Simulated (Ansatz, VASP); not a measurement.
## Cross-check of Si23BHO48 (B-H pair in alpha-quartz) between VASP and Ansatz

Wanted: the spread between two codes on one cell, functional and k mesh. Of the first pair: The structure shown is the start of the Ansatz relaxation below; VASP solves that cell, so the two are compared at the walk's first step.

Method: plane waves, with VASP 6.6.1 beside it; single point at LDA, in Ansatz 0.2.0.

### Step 1. The structure

The cell holds 73 atoms: 23 Si, 48 O, 1 B and 1 H. Its edges and angles: a = 9.736 Å, b = 9.736 Å, c = 10.733 Å, α = 90.0°, β = 90.0°, γ = 120.0°. It derives from SiO2 (SiO2 (P3_221)). Nearest the centre at fractional (0.249, 0.230, 0.471): H73 at 0.43 Å, B72 at 0.88 Å, O24 at 1.43 Å, O33 at 1.79 Å, O29 at 1.82 Å, O32 at 1.83 Å, Si1 at 2.62 Å, Si6 at 3.11 Å.

### Step 2. Ansatz: relaxation, LDA

Ansatz runs on its default PAW (the set named soft_2) files.

The two programs are compared at the cell with which this relaxation starts, whose forces are those of its first step.

input.yaml reads:

```yaml
relax:
  f_tol: 0.01
  max_steps: 80
  random_displacement: { amplitude: 0.02, seed: 618 }
crystal:
  lattice:
    - [9.73644242, 0.0, 0.0]
    - [-4.86822121, 8.43200648, 0.0]
    - [0.0, 0.0, 10.73317395]
  atoms:
    - { symbol: Si, position: [0.232486103, 0.0, 0.333333333] }
    - { symbol: Si, position: [0.0, 0.232486103, 0.166666667] }
    - { symbol: Si, position: [0.267513897, 0.267513897, 0.0] }
    - { symbol: O, position: [0.196477102, 0.117311684, 0.372788503] }
    - { symbol: O, position: [0.362123816, 0.067743121, 0.222873638] }
    - { symbol: O, position: [0.432256879, 0.294380694, 0.056206971] }
    - { symbol: O, position: [0.137876184, 0.205619306, 0.110459696] }
    - { symbol: O, position: [0.067743121, 0.362123816, 0.277126362] }
    - { symbol: O, position: [0.294380694, 0.432256879, 0.443793029] }
    - { symbol: Si, position: [0.232486103, 0.0, 0.833333333] }
    - { symbol: Si, position: [0.0, 0.232486103, 0.666666667] }
    - { symbol: B, position: [0.283966623, 0.304527625, 0.530149516] }
    - { symbol: O, position: [0.205619306, 0.137876184, 0.889540304] }
    - { symbol: O, position: [0.362123816, 0.067743121, 0.722873638] }
    - { symbol: O, position: [0.432256879, 0.294380694, 0.556206971] }
    - { symbol: O, position: [0.137876184, 0.205619306, 0.610459696] }
    - { symbol: O, position: [0.067743121, 0.362123816, 0.777126362] }
    - { symbol: O, position: [0.294380694, 0.432256879, 0.943793029] }
    - { symbol: Si, position: [0.232486103, 0.5, 0.333333333] }
    - { symbol: Si, position: [0.0, 0.732486103, 0.166666667] }
    - { symbol: Si, position: [0.267513897, 0.767513897, 0.0] }
    - { symbol: O, position: [0.205619306, 0.637876184, 0.389540304] }
    - { symbol: O, position: [0.362123816, 0.567743121, 0.222873638] }
    - { symbol: O, position: [0.432256879, 0.794380694, 0.056206971] }
    - { symbol: O, position: [0.137876184, 0.705619306, 0.110459696] }
    - { symbol: O, position: [0.067743121, 0.862123816, 0.277126362] }
    - { symbol: O, position: [0.294380694, 0.932256879, 0.443793029] }
    - { symbol: Si, position: [0.232486103, 0.5, 0.833333333] }
    - { symbol: Si, position: [0.0, 0.732486103, 0.666666667] }
    - { symbol: Si, position: [0.267513897, 0.767513897, 0.5] }
    - { symbol: O, position: [0.205619306, 0.637876184, 0.889540304] }
    - { symbol: O, position: [0.362123816, 0.567743121, 0.722873638] }
    - { symbol: O, position: [0.432256879, 0.794380694, 0.556206971] }
    - { symbol: O, position: [0.137876184, 0.705619306, 0.610459696] }
    - { symbol: O, position: [0.067743121, 0.862123816, 0.777126362] }
    - { symbol: O, position: [0.294380694, 0.932256879, 0.943793029] }
    - { symbol: Si, position: [0.732486103, 0.0, 0.333333333] }
    - { symbol: Si, position: [0.5, 0.232486103, 0.166666667] }
    - { symbol: Si, position: [0.767513897, 0.267513897, 0.0] }
    - { symbol: O, position: [0.705619306, 0.137876184, 0.389540304] }
    - { symbol: O, position: [0.862123816, 0.067743121, 0.222873638] }
    - { symbol: O, position: [0.932256879, 0.294380694, 0.056206971] }
    - { symbol: O, position: [0.637876184, 0.205619306, 0.110459696] }
    - { symbol: O, position: [0.567743121, 0.362123816, 0.277126362] }
    - { symbol: O, position: [0.794380694, 0.432256879, 0.443793029] }
    - { symbol: Si, position: [0.732486103, 0.0, 0.833333333] }
    - { symbol: Si, position: [0.5, 0.232486103, 0.666666667] }
    - { symbol: Si, position: [0.767513897, 0.267513897, 0.5] }
    - { symbol: O, position: [0.705619306, 0.137876184, 0.889540304] }
    - { symbol: O, position: [0.862123816, 0.067743121, 0.722873638] }
    - { symbol: O, position: [0.932256879, 0.294380694, 0.556206971] }
    - { symbol: O, position: [0.637876184, 0.205619306, 0.610459696] }
    - { symbol: O, position: [0.567743121, 0.362123816, 0.777126362] }
    - { symbol: O, position: [0.794380694, 0.432256879, 0.943793029] }
    - { symbol: Si, position: [0.732486103, 0.5, 0.333333333] }
    - { symbol: Si, position: [0.5, 0.732486103, 0.166666667] }
    - { symbol: Si, position: [0.767513897, 0.767513897, 0.0] }
    - { symbol: O, position: [0.705619306, 0.637876184, 0.389540304] }
    - { symbol: O, position: [0.862123816, 0.567743121, 0.222873638] }
    - { symbol: O, position: [0.932256879, 0.794380694, 0.056206971] }
    - { symbol: O, position: [0.637876184, 0.705619306, 0.110459696] }
    - { symbol: O, position: [0.567743121, 0.862123816, 0.277126362] }
    - { symbol: O, position: [0.794380694, 0.932256879, 0.443793029] }
    - { symbol: Si, position: [0.732486103, 0.5, 0.833333333] }
    - { symbol: Si, position: [0.5, 0.732486103, 0.666666667] }
    - { symbol: Si, position: [0.767513897, 0.767513897, 0.5] }
    - { symbol: O, position: [0.705619306, 0.637876184, 0.889540304] }
    - { symbol: O, position: [0.862123816, 0.567743121, 0.722873638] }
    - { symbol: O, position: [0.932256879, 0.794380694, 0.556206971] }
    - { symbol: O, position: [0.637876184, 0.705619306, 0.610459696] }
    - { symbol: O, position: [0.567743121, 0.862123816, 0.777126362] }
    - { symbol: O, position: [0.794380694, 0.932256879, 0.943793029] }
    - { symbol: H, position: [0.233551, 0.194057, 0.441983] }
basis:
  ecutwfc: 420
  xc_grid: 2
hamiltonian:
  xc: lda
kpoints:
  mp_grid: { grid: [1, 1, 1], shift: [0.25, 0.25, 0.25] }
scf:
  occupations: { method: fermi_dirac, width: 0.01 }
  max_iter: 120
output:
  forces: true
checkpoint:
  write: "../relax.run"
  compress: false
  write_wavefunctions: true
  write_every: 100000
```

On the command line:

```console
$ ansatz run input.yaml --threads 2 --pin off --max-ram 3768MiB --backend cpu --events-out ev --progress --plain --runs-dir out
```

Numbers of over 12 decimals in the logs are rounded to 6 here.

The program printed:

```text
Engine: ansatz 0.2.0, aarch64-unknown-linux-gnu
Pseudopotentials: kind: paw
Pseudopotential: Si, paw, valence charge 4, recommended cutoff 420 eV (normal), Si.paw.azcp
Pseudopotential: O, paw, valence charge 6, recommended cutoff 420 eV (normal), O.paw.azcp
Pseudopotential: B, paw, valence charge 3, recommended cutoff 420 eV (normal), B.paw.azcp
Pseudopotential: H, paw, valence charge 1, recommended cutoff 420 eV (normal), H.paw.azcp
Functional definition: SPW92
  exchange = slater_x
  correlation = pw_c
Crystal: 73 atoms, lattice volume = 881.169 Å³
Basis set: ecut = 420 eV, 17231 PW (Γ), exchange–correlation on 144×144×144 points (8 copies of the dense FFT grid, shifted against one another)
Bands: 265, of which v1, the nominal top of the filled ones, is band 192 counted from 1 (191 counted from 0)
Symmetry: 1 space group operations
k-points: 1
Non-local potential: Si, projectors of the file, l = 0: 2, l = 1: 2, l = 2: 2
Non-local potential: O, projectors of the file, l = 0: 2, l = 1: 2, l = 2: 1
Non-local potential: B, projectors of the file, l = 0: 2, l = 1: 2, l = 2: 1
Non-local potential: H, projectors of the file, l = 0: 2, l = 1: 1
PAW form: soft (Blöchl's): semilocal exchange-correlation on the pseudo side does not see the compensation charge
PAW frozen core: Si, regenerated for the run's functional, and the local potential with it (the file was generated under x = pbe(κ = 0.804, μ = 0.219515), c = pbe(β = 0.066725))
PAW frozen core: O, regenerated for the run's functional, and the local potential with it (the file was generated under x = pbe(κ = 0.804, μ = 0.219515), c = pbe(β = 0.066725))
PAW frozen core: B, regenerated for the run's functional, and the local potential with it (the file was generated under x = pbe(κ = 0.804, μ = 0.219515), c = pbe(β = 0.066725))
PAW one-centre angular grid: Si, 110 points (default); XC on 64 Gauss nodes
PAW one-centre angular grid: O, 110 points (default); XC on 64 Gauss nodes
PAW one-centre angular grid: B, 110 points (default); XC on 64 Gauss nodes
PAW one-centre angular grid: H, 110 points (default); XC on 64 Gauss nodes
Initial density: superposition of atomic densities (neutral atoms: chi_scale 0, normalization atom), corrected by the library's trained network
Initial wavefunctions: pseudopotential atomic-orbital guess
Functional: x = slater, c = lda
SCF iter   1: F=—  HF=-40896.648338 eV  |F-HF|=—  |Δ(HF+E_count)|=         —  Δρ=1.40e-2  dr2=1.61e0  ethr=1.77e-3  ⟨swp⟩=6.0  Hψ=1187  notcnv=0  defer=29
preconditioner: auto → Resta (q_TF=auto, 2.376 Å⁻¹)  ε∞=3.2  [insulator: Δε(μ)=4.273 eV  Ē_g=16.571 eV  σ=0.010 eV  W_gap=1.00  n_scr=212 (ndim 8)  ℏωp=24.5 eV  f_vac=0.099  D(μ)=0.00/eV (n_scr^D=0)  ε∞_Penn≈3.2]
SCF iter   2: F=—  HF=-40896.193064 eV  |F-HF|=—  |Δ(HF+E_count)|=   4.55e-1  Δρ=3.90e-3  dr2=8.21e-2  ethr=4.18e-4  ⟨swp⟩=2.0  Hψ=454  notcnv=0  defer=68
SCF iter   3: F=—  HF=-40896.172001 eV  |F-HF|=—  |Δ(HF+E_count)|=   2.11e-2  Δρ=1.85e-3  dr2=2.61e-2  ethr=2.14e-5  ⟨swp⟩=3.0  Hψ=347  notcnv=0  defer=68
SCF iter   4: F=—  HF=-40896.164389 eV  |F-HF|=—  |Δ(HF+E_count)|=   7.61e-3  Δρ=7.64e-4  dr2=4.10e-3  ethr=6.81e-6  ⟨swp⟩=3.0  Hψ=399  notcnv=0  defer=68
SCF iter   5: F=—  HF=-40896.163539 eV  |F-HF|=—  |Δ(HF+E_count)|=   8.50e-4  Δρ=1.92e-4  dr2=3.72e-4  ethr=1.07e-6  ⟨swp⟩=3.0  Hψ=393  notcnv=0  defer=68
SCF iter   6: F=—  HF=-40896.163372 eV  |F-HF|=—  |Δ(HF+E_count)|=   1.66e-4  Δρ=5.77e-5  dr2=2.88e-5  ethr=9.68e-8  ⟨swp⟩=2.0  Hψ=454  notcnv=0  defer=68
SCF iter   7: F=—  HF=-40896.163372 eV  |F-HF|=—  |Δ(HF+E_count)|=   5.78e-8  Δρ=3.09e-5  dr2=6.52e-6  ethr=7.49e-9  ⟨swp⟩=2.0  Hψ=389  notcnv=0  defer=68
SCF iter   8: F=-40896.163371 eV  HF=-40896.163371 eV  |F-HF|=1.98e-9  |Δ(HF+E_count)|=   1.09e-6  Δρ=6.97e-6  dr2=3.66e-7  ethr=6.51e-10  ⟨swp⟩=4.0  Hψ=797  notcnv=0
SCF 1 converged in 8 iterations: F = -40896.163371 eV  dr2 = 3.66e-7
  greatest PAW one-centre occupation: 0.874 electrons in one spin orbital (limit 2), on the O atom at site 3 (counted from 0), in its partial waves of l = 0
relax step   1: F+E_penalty+E_count = -40896.16337120 eV  Δ(F+E_penalty+E_count) = +0.000e0 eV  max|allowed force component| = 6.904e0 eV/Å  Δτ_max = 0.0000 Å  (8 SCF iters, dr2 threshold 2.50e-6 eV, accepted)
Initial density: handed on by an earlier stage of this run
Initial wavefunctions: those handed on with the density
iter 1 solved again at ethr=1.47e-4 eV; its pass at ethr=3.10e-3 eV (dr2=5.63e-1 eV) is discarded
SCF iter   1: F=—  HF=-40898.903966 eV  |F-HF|=—  |Δ(HF+E_count)|=         —  Δρ=9.98e-3  dr2=5.68e-1  ethr=1.47e-4  ⟨swp⟩=2.0  Hψ=1215  notcnv=0  defer=68
preconditioner: auto → Resta (q_TF=auto, 2.376 Å⁻¹)  ε∞=3.1  [insulator: Δε(μ)=5.246 eV  Ē_g=16.724 eV  σ=0.010 eV  W_gap=1.00  n_scr=212 (ndim 8)  ℏωp=24.5 eV  f_vac=0.084  D(μ)=0.00/eV (n_scr^D=0)  ε∞_Penn≈3.1]
[...]
max |Σ_I F_I| component: 2.18e-5 eV/Å
--- Band table (eV) ---
  k-point 0: bands = [... 188 lower, 2.2843, 2.3082, 2.3854, 2.4805, 9.0024, 9.6846, 9.7498, 9.9102, ... 69 higher]
--- Relaxed structure (19 steps of the walk, 19 accepted, 0 SCFs on fresh bases) ---
  F+E_penalty+E_count = -40900.59583061 eV   max|allowed force component| = 8.439e-3 eV/Å
  atoms:
    - { symbol: Si, position: [0.219852, -0.010878, 0.334073] }
    - { symbol: Si, position: [0.00131124, 0.240186, 0.167260] }
    - { symbol: Si, position: [0.267690, 0.270685, -0.00257064] }
    - { symbol: O, position: [0.166477, 0.111123, 0.387770] }
    - { symbol: O, position: [0.352806, 0.070960, 0.227378] }
    - { symbol: O, position: [0.429593, 0.294631, 0.056685] }
    - { symbol: O, position: [0.135287, 0.212888, 0.104848] }
    - { symbol: O, position: [0.072482, 0.359766, 0.283820] }
    - { symbol: O, position: [0.299160, 0.424404, 0.451600] }
    - { symbol: Si, position: [0.234252, 0.000782651, 0.835628] }
    - { symbol: Si, position: [0.010660, 0.245760, 0.667295] }
    - { symbol: B, position: [0.284339, 0.309507, 0.532502] }
    - { symbol: O, position: [0.204532, 0.138162, 0.889116] }
    - { symbol: O, position: [0.360531, 0.069247, 0.723132] }
    - { symbol: O, position: [0.415548, 0.296086, 0.555060] }
    - { symbol: O, position: [0.154634, 0.230392, 0.609392] }
    - { symbol: O, position: [0.077189, 0.378493, 0.775492] }
    - { symbol: O, position: [0.302328, 0.437386, 0.939659] }
    - { symbol: Si, position: [0.238882, 0.493122, 0.342179] }
    - { symbol: Si, position: [-0.00359651, 0.720018, 0.160742] }
    - { symbol: Si, position: [0.275467, 0.772888, 0.00140405] }
    - { symbol: O, position: [0.214631, 0.634210, 0.395822] }
    - { symbol: O, position: [0.367201, 0.562391, 0.229678] }
    - { symbol: O, position: [0.434279, 0.797939, 0.068139] }
    - { symbol: O, position: [0.134767, 0.696118, 0.102734] }
    - { symbol: O, position: [0.063207, 0.840906, 0.276401] }
    - { symbol: O, position: [0.290227, 0.928480, 0.443486] }
    - { symbol: Si, position: [0.245996, 0.510655, 0.829713] }
    - { symbol: Si, position: [0.00449632, 0.730369, 0.669611] }
    - { symbol: Si, position: [0.271375, 0.768103, 0.502351] }
    - { symbol: O, position: [0.228243, 0.654043, 0.884710] }
    - { symbol: O, position: [0.376174, 0.574961, 0.719349] }
    - { symbol: O, position: [0.440006, 0.806001, 0.558555] }
    - { symbol: O, position: [0.142602, 0.703495, 0.613986] }
    - { symbol: O, position: [0.070429, 0.857757, 0.781739] }
    - { symbol: O, position: [0.300219, 0.938731, 0.948251] }
    - { symbol: Si, position: [0.740598, 0.000629862, 0.333041] }
    - { symbol: Si, position: [0.494007, 0.231250, 0.168140] }
    - { symbol: Si, position: [0.764008, 0.269936, 0.00310855] }
[...]
- { symbol: Si, position: [0.746241, 0.00779069, 0.834648] }
    - { symbol: Si, position: [0.489210, 0.235486, 0.661795] }
    - { symbol: Si, position: [0.764748, 0.267092, 0.500001] }
[...]
- { symbol: Si, position: [0.733333, 0.497296, 0.328729] }
    - { symbol: Si, position: [0.502466, 0.728005, 0.172471] }
    - { symbol: Si, position: [0.768490, 0.767240, -0.00151941] }
[...]
- { symbol: O, position: [0.576423, 0.853718, 0.285856] }
    - { symbol: O, position: [0.824423, 0.942102, 0.435866] }
    - { symbol: Si, position: [0.727849, 0.500129, 0.830542] }
    - { symbol: Si, position: [0.511599, 0.742211, 0.664201] }
    - { symbol: Si, position: [0.780514, 0.771164, 0.495495] }
    - { symbol: O, position: [0.705431, 0.641969, 0.884732] }
    - { symbol: O, position: [0.861929, 0.566104, 0.722793] }
    - { symbol: O, position: [0.941317, 0.795045, 0.557110] }
    - { symbol: O, position: [0.647327, 0.716814, 0.601693] }
    - { symbol: O, position: [0.583623, 0.870542, 0.774961] }
    - { symbol: O, position: [0.801684, 0.935869, 0.946253] }
    - { symbol: H, position: [0.054418, 0.060203, 0.414119] }
```

In the SCF lines HF is the Harris–Foulkes energy and dr2 the Hartree energy of the density residual, in eV; the loop may stop once dr2 is under the threshold and the program's other checks hold. Hψ counts applications of the Hamiltonian.

(Continued in part 2 of 3.)

[Lines on the potential files, build, host, timing and source positions are cut from VASP's logs without a mark.]

[Logs are printed without paths, hosts, clocks, repeated set-up lines and the standing remarks that a program may print on its own settings, such as how far it seeks lower states.]

[Hosts, paths, dates, database ids (printed as entryN), source tags and the programs' standing remarks are cut or masked in the printed files.]
